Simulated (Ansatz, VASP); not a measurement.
# PbO (Litharge): VASP beside Ansatz, part 2 of 2

Wanted: the spread between two codes on one cell, functional and k mesh.

VASP 6.6.1 and Ansatz 0.2.0.

So far. Step 2 (VASP: band structure, HSE06, spin-orbit coupling): VASP adds spin-orbit coupling inside the spheres on scalar-relativistic partial waves, which describe the 6p1/2 states imperfectly, so such gaps can be off by a tenth of an eV or more.

The database entry behind the starting cell differs from later determinations by our own check (an axis about 0.4 % long against later determinations), so it need not match the best structure at ambient conditions.

## (3) Ansatz: band structure, HSE06, spin-orbit coupling

Level of this step: Ansatz beside VASP: Kohn-Sham DFT, plane waves, HSE06, spin-orbit coupling (Ansatz).

Ansatz runs on its fully relativistic PAW (standard-fr) files.

The same cell, functional, mesh and smearing now go to Ansatz, which takes its cutoff from its data sets.

The input, input.yaml:

```yaml
crystal:
  lattice:
    - [3.99, 0.0, 0.0]
    - [0.0, 3.99, 0.0]
    - [0.0, 0.0, 5.01]
  atoms:
    - { symbol: Pb, position: [0.0, 0.5, 0.24] }
    - { symbol: Pb, position: [0.5, 0.0, 0.76] }
    - { symbol: O, position: [0.0, 0.0, 0.0] }
    - { symbol: O, position: [0.5, 0.5, 0.0] }
hamiltonian:
  xc: { exchange: pbe, correlation: pbe, exx: { coeff: 0.25, omega: 0.2 } }
  pseudopotentials: { kind: paw_fr }
magnetization:
  noncollinear: true
  spin_orbit: true
kpoints:
  mp_grid: { grid: [4, 4, 3] }
  band_path:
    path:
      - [0.0, 0.0, 0.0]
      - [0.0, 0.4, 0.0]
      - [0.3, 0.5, 0.0]
      - [0.5, 0.5, 0.0]
      - [0.3, 0.3, 0.0]
      - [0.0, 0.0, 0.1]
      - [0.0, 0.0, 0.5]
      - [0.0, 0.4, 0.5]
      - [0.3, 0.5, 0.5]
      - [0.3, 0.3, 0.5]
      - [0.0, 0.5, 0.1]
      - [0.5, 0.5, 0.0]
      - [0.5, 0.5, 0.5]
    npoints: 1
scf:
  occupations: { method: gaussian, width: 0.02 }
  n_extra_bands: 16
output:
  forces: true
  stress: true
  eigenvalues: true
```

On the command line:

```bash
$ ansatz run input.yaml --threads 4 --pin off --max-ram 9216MiB --backend cpu --events-out ev --progress --plain --runs-dir out
```

Numbers of over 12 decimals in the logs are rounded to 6 here.

What it wrote:

```text
Warning: output.stress: scf.convergence.dr2_threshold = 1e-7 eV (the SCF's general default) is looser than the 4e-10 eV advised for a printed stress (1e-10 eV for each atom of the cell: 4). What an SCF threshold leaves in a stress goes as its square root, and in the free energy as the threshold itself, and one threshold admits the most on a small cell: [figures from the program's tests cut] Set scf.convergence.dr2_threshold to 4e-10 eV or tighter. The threshold is an SCF's pass mark: one that does not reach it within its budget of iterations ends unconverged, or closes short of it on a stop that the run arms, and scf.convergence.dr2_threshold's page says what that costs each kind of run
Warning: output.stress: scf.exx.energy_threshold = 1e-6 eV is looser than the 4e-8 eV advised for a stress under a hybrid functional (1e-8 eV for each atom of the cell: 4). Every SCF of the exchange loop can meet its threshold on dr2 while the loop round them stops early: no threshold on dr2 bounds what that leaves in the stress. Set scf.exx.energy_threshold to 4e-8 eV or tighter. The threshold is the loop's pass mark: a loop that does not reach it within its budget of cycles ends unconverged, and scf.exx.energy_threshold's page has the law
scf.n_extra_bands = 16 over 40 filled bands (N_el = 40.0): the run solves 56 bands
Engine: ansatz 0.2.0, aarch64-unknown-linux-gnu
Pseudopotentials: kind: paw_fr
Pseudopotential: Pb, paw_fr, valence charge 14, recommended cutoff 420 eV (normal), Pb.paw.azcp#standard-fr
Pseudopotential: O, paw_fr, valence charge 6, recommended cutoff 420 eV (normal), O.paw.azcp#standard-fr
Functional definition: unnamed
  parameter a_1 = 0.25
  parameter omega_1 = 0.2/angstrom
  exchange = pbe_x + (-a_1)*pbe_x_sr(omega_1) + a_1*exact_x_sr(omega_1)
  correlation = pbe_c
non-collinear run that drives no moment, with spin-orbit: no starting moment large enough to seed its density (crystal.atoms[].spin), no starting occupations that ask for one, no magnetisation constraint and no magnetic field, so the semilocal B_xc is pinned to zero
Crystal: 4 atoms, lattice volume = 79.760 Å³
Basis set: ecut = 420 eV, 1569 PW (Γ), exchange–correlation on 54×54×72 points (8 copies of the dense FFT grid, shifted against one another)
Bands: 56, of which v1, the nominal top of the filled ones, is band 40 counted from 1 (39 counted from 0)
Symmetry: 16 space group operations + 16 with time reversal
Magnetic group: BNS 129.412 (UNI 1072), of the structure as read, at distance tolerance 4.3e-5 Å
k-points: 12 of 48
Projection manifold: j_resolved (fully-relativistic pseudo-atomic orbitals)
Non-local potential: Pb, projectors of the file, l = 0: 2, l = 1: 4, l = 2: 4, l = 3: 4
Non-local potential: O, projectors of the file, l = 0: 2, l = 1: 4, l = 2: 2
PAW form: soft (Blöchl's): semilocal exchange-correlation on the pseudo side does not see the compensation charge
PAW frozen core: Pb, regenerated for the run's functional, and the local potential with it (the file was generated under x = pbe(κ = 0.804, μ = 0.219515), c = pbe(β = 0.066725))
PAW frozen core: O, regenerated for the run's functional, and the local potential with it (the file was generated under x = pbe(κ = 0.804, μ = 0.219515), c = pbe(β = 0.066725))
PAW one-centre angular grid: Pb, 590 points (default); XC on 160 Gauss nodes
PAW one-centre angular grid: O, 110 points (default); XC on 64 Gauss nodes
Initial density: superposition of atomic densities (chi_scale 0.1, normalization cell, long waves kept (reshape's long-wave potential 0.12 eV rms))
Initial wavefunctions: pseudopotential atomic-orbital guess
Functional: x = pbe(κ = 0.804, μ = 0.219515), c = pbe(β = 0.066725), warm-up for x = pbe(κ = 0.804, μ = 0.219515) + 0.25 (exact − pbe) at short range (hse, ω = 0.2 Å⁻¹), c = pbe(β = 0.066725)
SCF iter   1: F=—  HF=-25024.392579 eV  |F-HF|=—  |Δ(HF+E_count)|=         —  Δρ=4.35e-2  dr2=1.74e0  dr2_m=0.00e0 (ungated)  ethr=1.00e-1  |M|=0.00e0 ∫|m|=0.00e0 μB  |m|>n=0.0e0 m-floor=0.0e0 τ_xc=0.0e0  β_m=0.30  ⟨swp⟩=5.8  Hψ=2418  notcnv=0
preconditioner: auto → none  [insulator: Δε(μ)=1.388 eV  Ē_g=17.617 eV  σ=0.020 eV  W_gap=1.00  n_scr=18 (ndim 8)  ℏωp=26.3 eV  f_vac=0.000  D(μ)=0.00/eV (n_scr^D=0)]
SCF iter   2: F=—  HF=-25024.050666 eV  |F-HF|=—  |Δ(HF+E_count)|=   3.42e-1  Δρ=2.57e-2  dr2=4.24e-1  dr2_m=0.00e0 (ungated)  ethr=4.36e-3  |M|=0.00e0 ∫|m|=0.00e0 μB  |m|>n=0.0e0 m-floor=0.0e0 τ_xc=0.0e0  β_m=0.36  ⟨swp⟩=3.2  Hψ=1464  notcnv=0
SCF iter   3: F=—  HF=-25024.022338 eV  |F-HF|=—  |Δ(HF+E_count)|=   2.83e-2  Δρ=1.23e-2  dr2=1.42e-1  dr2_m=0.00e0 (ungated)  ethr=1.06e-3  |M|=0.00e0 ∫|m|=0.00e0 μB  |m|>n=0.0e0 m-floor=0.0e0 τ_xc=0.0e0  β_m=0.38  ⟨swp⟩=3.5  Hψ=1783  notcnv=0
SCF iter   4: F=—  HF=-25024.016641 eV  |F-HF|=—  |Δ(HF+E_count)|=   5.70e-3  Δρ=6.32e-3  dr2=1.47e-2  dr2_m=0.00e0 (ungated)  ethr=3.55e-4  |M|=0.00e0 ∫|m|=0.00e0 μB  |m|>n=0.0e0 m-floor=0.0e0 τ_xc=0.0e0  β_m=0.54  ⟨swp⟩=2.8  Hψ=1366  notcnv=0  defer=1
iter 5 solved again at ethr=1.28e-6 eV; its pass at ethr=3.67e-5 eV (dr2=5.13e-4 eV) is discarded
[...]
SCF iter   1: F=—  HF=-24974.555289 eV  |F-HF|=—  |Δ(HF+E_count)|=         —  Δρ=5.43e-5  dr2=2.50e-6  dr2_m=0.00e0 (ungated)  ethr=5.27e-7  |M|=0.00e0 ∫|m|=0.00e0 μB  |m|>n=0.0e0 m-floor=0.0e0 τ_xc=0.0e0  β_m=0.30  ⟨swp⟩=4.2  Hψ=1604  notcnv=0
preconditioner: auto → none  [insulator: Δε(μ)=1.775 eV  Ē_g=19.501 eV  σ=0.020 eV  W_gap=1.00  n_scr=18 (ndim 8)  ℏωp=26.3 eV  f_vac=0.043  D(μ)=0.00/eV (n_scr^D=0)]
SCF iter   2: F=—  HF=-24974.555289 eV  |F-HF|=—  |Δ(HF+E_count)|=   1.09e-7  Δρ=2.69e-5  dr2=6.29e-7  dr2_m=0.00e0 (ungated)  ethr=6.16e-9  |M|=0.00e0 ∫|m|=0.00e0 μB  |m|>n=0.0e0 m-floor=0.0e0 τ_xc=0.0e0  β_m=0.40  ⟨swp⟩=4.0  Hψ=1737  notcnv=0
SCF iter   3: F=—  HF=-24974.555289 eV  |F-HF|=—  |Δ(HF+E_count)|=   3.97e-8  Δρ=1.31e-5  dr2=1.38e-7  dr2_m=0.00e0 (ungated)  ethr=1.48e-9  |M|=0.00e0 ∫|m|=0.00e0 μB  |m|>n=0.0e0 m-floor=0.0e0 τ_xc=0.0e0  β_m=0.55  ⟨swp⟩=3.0  Hψ=1235  notcnv=0
SCF iter   4: F=—  HF=-24974.555289 eV  |F-HF|=—  |Δ(HF+E_count)|=   1.32e-8  Δρ=2.85e-6  dr2=1.23e-7  dr2_m=0.00e0 (ungated)  ethr=2.57e-10  |M|=0.00e0 ∫|m|=0.00e0 μB  |m|>n=0.0e0 m-floor=0.0e0 τ_xc=0.0e0  β_m=0.56  ⟨swp⟩=3.1  Hψ=1325  notcnv=0
SCF iter   5: F=—  HF=-24974.555289 eV  |F-HF|=—  |Δ(HF+E_count)|=   4.60e-7  Δρ=4.81e-6  dr2=3.72e-8  dr2_m=0.00e0 (ungated)  ethr=8.71e-12  |M|=0.00e0 ∫|m|=0.00e0 μB  |m|>n=0.0e0 m-floor=0.0e0 τ_xc=0.0e0  β_m=0.56  ⟨swp⟩=5.0  Hψ=2585  notcnv=0
SCF iter   6: F=—  HF=-24974.555289 eV  |F-HF|=—  |Δ(HF+E_count)|=   7.98e-9  Δρ=9.58e-7  dr2=6.12e-8  dr2_m=0.00e0 (ungated)  ethr=8.71e-12  |M|=0.00e0 ∫|m|=0.00e0 μB  |m|>n=0.0e0 m-floor=0.0e0 τ_xc=0.0e0  β_m=0.74  ⟨swp⟩=3.9  Hψ=1672  notcnv=0
Mixer restart at iter 6: flushing history
SCF iter   7: F=-24974.555289 eV  HF=-24974.555289 eV  |F-HF|=5.53e-10  |Δ(HF+E_count)|=   1.17e-7  Δρ=8.00e-7  dr2=6.61e-10  dr2_m=0.00e0 (ungated)  ethr=1.52e-12  |M|=0.00e0 ∫|m|=0.00e0 μB  |m|>n=0.0e0 m-floor=0.0e0 τ_xc=0.0e0  ⟨swp⟩=4.0  Hψ=1851  notcnv=0
SCF 3 converged in 7 iterations: F = -24974.555289 eV  dr2 = 6.61e-10
  Residual-converged pass: ⟨swp⟩=2.0  Hψ=1139  notcnv=0  max |occ|·‖R‖ = 5.0e-7 eV (tolerance 6.3e-7 eV)  dr2=6.59e-10  dr2_m=0.00e0 (ungated)  dr2_onsite=5.36e-11  max |Δocc| = 0.0e0
hybrid outer 2: dexx = +4.631e-7 eV, tail = 1.24e-8 eV, Δε = 2.95e-3 eV (about 8.68e-5 eV left of the loop's levels), ΔF = 2.15e-2 eV/Å (tail 2.31e-3)
Projection manifold: j_resolved (fully-relativistic pseudo-atomic orbitals)
Exchange kernel: α = 0.2500, screened, ω = 0.2000 Å⁻¹, Wigner–Seitz truncation, v(0) = 1110.3881 eV·Å³, q-mesh 4×4×3, nearest image of the exchange supercell L = 15.03 Å, pair-density grid 20×20×24, without the augmentation charges, whose exchange is taken in its separable form by FFT convolution over the k-point mesh (sized by the pseudopotential files, 27×27×36 at the most), smooth part of the exact exchange by density-matrix convolution
Frozen-core exchange: fock
SCF iter   1: F=—  HF=-24974.555289 eV  |F-HF|=—  |Δ(HF+E_count)|=         —  Δρ=1.94e-6  dr2=2.26e-9  dr2_m=0.00e0 (ungated)  ethr=1.55e-10  |M|=0.00e0 ∫|m|=0.00e0 μB  |m|>n=0.0e0 m-floor=0.0e0 τ_xc=0.0e0  β_m=0.30  ⟨swp⟩=5.0  Hψ=1601  notcnv=0
SCF iter   2: F=-24974.555289 eV  HF=-24974.555289 eV  |F-HF|=6.91e-11  |Δ(HF+E_count)|=  2.11e-10  Δρ=6.33e-7  dr2=1.73e-10  dr2_m=0.00e0 (ungated)  ethr=5.61e-12  |M|=0.00e0 ∫|m|=0.00e0 μB  |m|>n=0.0e0 m-floor=0.0e0 τ_xc=0.0e0  ⟨swp⟩=3.4  Hψ=1361  notcnv=0
SCF 4 converged in 2 iterations: F = -24974.555289 eV  dr2 = 1.73e-10
  Residual-converged pass: ⟨swp⟩=3.8  Hψ=1652  notcnv=0  max |occ|·‖R‖ = 3.8e-7 eV (tolerance 3.9e-7 eV)  dr2=2.00e-10  dr2_m=0.00e0 (ungated)  dr2_onsite=3.15e-11  max |Δocc| = 0.0e0
hybrid outer 3: dexx = +3.068e-10 eV, tail = 4.02e-10 eV, Δε = 4.20e-5 eV (about 1.16e-5 eV left of the loop's levels), ΔF = 1.11e-4 eV/Å (tail 2.47e-4)
NSCF: frozen V_eff on 13 k-points
hybrid SCF converged: 3 outer / 15 inner (+7 warm-up), last move |dexx| = 3.07e-10 eV, tail = 4.02e-10 eV
Magnetization: |M| = 0.0000 μB,  M = (+0.0000, +0.0000, +0.0000) μB
Absolute magnetization: 0.0000 μB (∫|m|)
  site 0: m = (+0.0000, +0.0000, +0.0000) μB, |m| = 0.0000 μB  (R = 0.96 Å)
  site 1: m = (+0.0000, +0.0000, +0.0000) μB, |m| = 0.0000 μB  (R = 0.96 Å)
  site 2: m = (+0.0000, +0.0000, +0.0000) μB, |m| = 0.0000 μB  (R = 0.96 Å)
  site 3: m = (+0.0000, +0.0000, +0.0000) μB, |m| = 0.0000 μB  (R = 0.96 Å)
Free energy (F): -24974.555289 eV
Frozen-core exchange: fock
Harris-Foulkes:  -24974.555289 eV  (|F-HF|=6.91e-11)
Internal energy: -24974.555289 eV  (E = F + TS)
E sigma→0 (E₀):  -24974.555289 eV
Fermi energy:    8.800925 eV
--- Per-component energies (eV) ---
  E_band       = -173.504692
  E_kinetic    = 929.402801
  E_local      = -3095.567664  (includes V_loc(G=0)·N_el)
  E_nonlocal   = 796.775547
  E_hartree    = 1234.770918
  E_xc         = -468.216819
  E_vxc        = -360.020811  (∫ρ·V_xc dr)
  E_exx        = -101.812449  (= α·E_x^exact, valence–valence)
  E_paw        = -21180.153858  (= ΣΔE_a)
  E_vpaw       = -710.016002  (= ΣTr[D̂ρ^β])
  E_aug_tail   = 0.004775  (compensation charges beyond the density's cutoff)
  E_ewald      = -3090.369968
  E_core_change = 0.611428  (= ΣΔE_core)
  E_smearing   = -0.000000  (= −TS)
  E_closure    = 0.000002  (closes the sum)
  Σ components = -24974.555289   (vs F -24974.555289, Δ=-3.64e-12)
--- Forces (eV/Å), atoms counted from 1 ---
  atom   1  Pb     0.00000000     0.00000000    -0.62843404
  atom   2  Pb     0.00000000     0.00000000     0.62843404
  atom   3  O      0.00000000     0.00000000    -0.00000000
  atom   4  O      0.00000000     0.00000000     0.00000000
  max |Σ_I F_I| component: 0.00e0 eV/Å
--- Stress (GPa, compression-positive) ---
       -1.294031       0.000000       0.000000
        0.000000      -1.294031       0.000000
        0.000000       0.000000      -0.945226
  P = ⅓ Tr σ = -1.1778 GPa (-11.778 kbar)
--- Band table (eV; the first three rows and the last of 12) ---
  k-point 0: bands = [... 36 lower, 5.8660, 5.8660, 7.9137, 7.9137, 11.0122, 11.0122, 13.3260, 13.3260, ... 12 higher]
  k-point 1: bands = [... 36 lower, 5.8553, 5.8553, 7.0905, 7.0905, 10.5898, 10.5898, 12.4289, 12.4289, ... 12 higher]
  k-point 2: bands = [... 36 lower, 5.5066, 5.5066, 7.5943, 7.5943, 11.9399, 11.9399, 12.3893, 12.3893, ... 12 higher]
  k-point 11: bands = [... 36 lower, 6.4352, 6.4352, 6.4352, 6.4352, 11.0842, 11.0842, 11.0842, 11.0842, ... 12 higher]
```

Elapsed: 4.2 min, on 4 threads of Arm Neoverse V2, shared host; peak memory 2.2 GiB; 14 min of CPU time.

## (4) Side by side

Known differences besides the potentials themselves: spin-orbit coupling enters by fully relativistic files in Ansatz and inside the spheres in VASP; exact exchange at q = 0 is treated differently, which shows on coarse meshes; VASP keeps PBE cores, Ansatz makes them for the functional; the cutoff is 420 eV in Ansatz and 520 eV in VASP; VASP takes a coarser grid for exact exchange (PRECFOCK = Fast). Total energies have different zeros and are not compared.

Both answers:

```tsv
quantity	Ansatz	VASP	difference
gap over the path points (eV)	1.775	1.805	-0.031
```

Forces (eV/Å; atoms numbered as in POSCAR):

```tsv
atom	Ansatz x, y, z	VASP x, y, z
Pb1	0.000, 0.000, -0.628	0.000, 0.000, -0.576
Pb2	0.000, 0.000, 0.628	0.000, 0.000, 0.576
O3	0.000, 0.000, 0.000	0.000, 0.000, 0.000
O4	0.000, 0.000, 0.000	0.000, 0.000, 0.000
```

Levels at points of the path, from each program's valence-band top (eV; 8 filled, then empty):

```tsv
k (reciprocal lattice)	Ansatz	VASP
0.000 0.000 0.000	-2.28 -2.28 -2.21 -2.21 -2.05 -2.05 0.00 0.00 3.10 3.10 5.41 5.41 6.13 6.13	-2.23 -2.23 -2.19 -2.19 -2.02 -2.02 0.00 0.00 3.15 3.15 5.65 5.65 6.19 6.19
0.000 0.400 0.000	-3.44 -3.44 -3.11 -3.11 -2.43 -2.43 -1.25 -1.25 3.97 3.97 4.37 4.37 6.63 6.63	-3.39 -3.39 -3.09 -3.09 -2.41 -2.41 -1.22 -1.22 4.01 4.01 4.41 4.41 6.75 6.75
0.300 0.500 0.000	-2.42 -2.42 -2.24 -2.24 -1.80 -1.80 -1.67 -1.67 2.71 2.71 2.82 2.82 5.95 5.95	-2.38 -2.38 -2.22 -2.22 -1.76 -1.76 -1.65 -1.65 2.76 2.76 2.85 2.85 6.00 6.00
0.500 0.500 0.000	-1.89 -1.89 -1.89 -1.89 -1.48 -1.48 -1.48 -1.48 1.77 1.77 1.77 1.77 6.15 6.15	-1.87 -1.87 -1.87 -1.87 -1.45 -1.45 -1.45 -1.45 1.80 1.80 1.80 1.80 6.15 6.15
0.300 0.300 0.000	-3.16 -3.16 -2.90 -2.90 -1.65 -1.65 -0.97 -0.97 3.13 3.13 3.62 3.62 5.58 5.58	-3.12 -3.12 -2.88 -2.88 -1.62 -1.62 -0.94 -0.94 3.17 3.17 3.66 3.66 5.64 5.64
0.000 0.000 0.100	-2.28 -2.28 -2.22 -2.22 -2.05 -2.05 -0.07 -0.07 3.00 3.00 5.27 5.27 6.05 6.05	-2.23 -2.23 -2.20 -2.20 -2.02 -2.02 -0.07 -0.07 3.06 3.06 5.46 5.46 6.14 6.14
0.000 0.000 0.500	-2.35 -2.35 -2.26 -2.26 -2.06 -2.06 -1.27 -1.27 2.66 2.66 4.39 4.39 4.78 4.78	-2.29 -2.29 -2.24 -2.24 -2.04 -2.04 -1.25 -1.25 2.71 2.71 4.44 4.44 4.88 4.88
0.000 0.400 0.500	-3.64 -3.64 -3.13 -3.13 -1.29 -1.29 -1.25 -1.25 3.23 3.23 4.25 4.25 6.28 6.28	-3.61 -3.61 -3.11 -3.11 -1.27 -1.27 -1.22 -1.22 3.27 3.27 4.27 4.27 6.34 6.34
0.300 0.500 0.500	-2.07 -2.07 -2.03 -2.03 -1.94 -1.94 -1.81 -1.81 4.14 4.14 4.17 4.17 5.12 5.12	-2.02 -2.02 -2.00 -2.00 -1.92 -1.92 -1.79 -1.79 4.22 4.22 4.22 4.22 5.16 5.16
0.300 0.300 0.500	-2.85 -2.85 -2.00 -2.00 -1.67 -1.67 -1.50 -1.50 3.35 3.35 4.41 4.41 4.95 4.95	-2.82 -2.82 -1.98 -1.98 -1.64 -1.64 -1.47 -1.47 3.43 3.43 4.43 4.43 4.96 4.96
```

The forces differ by 21 meV/Å r.m.s., which is 9.1 % of the r.m.s. force of 0.24 eV/Å (both taken over all components). Among the levels compared at these points, filled levels agree within 60 meV and empty ones within 242 meV.

## (5) Other set-ups

Further runs change the set-up of one program: Ansatz's method, potentials or start, or VASP's data sets, cutoff or form of LDA. The table gives Ansatz less VASP for each quantity, since a change that brings one quantity closer may part another.

```tsv
run	r.m.s. force difference (meV/Å)	gap over the path points (eV)
as above	21	-0.031
cores kept as stored	20	-0.030
```

## (6) Outcome

* r.m.s. force difference (band structure, HSE06, spin-orbit coupling): 9.1 % of the r.m.s. force

The r.m.s. force difference is 9.1 % of the r.m.s. force (band structure, HSE06, spin-orbit coupling), beyond the 3 % picked in this series as the mark of a large difference. For band structure, HSE06, spin-orbit coupling, no further run moves any of the tabulated differences by more than a quarter of its size. 2 further runs of this series are not shown here. How closely two codes agree says nothing of how well the functional describes the real material.

[Lines on the potential files, build, host, timing and source positions are cut from VASP's logs without a mark.]

[Logs are printed without paths, hosts, clocks, repeated set-up lines and the standing remarks that a program may print on its own settings, such as how far it seeks lower states.]

[Hosts, paths, dates, database ids (printed as entryN), source tags and the programs' standing remarks are cut or masked in the printed files.]
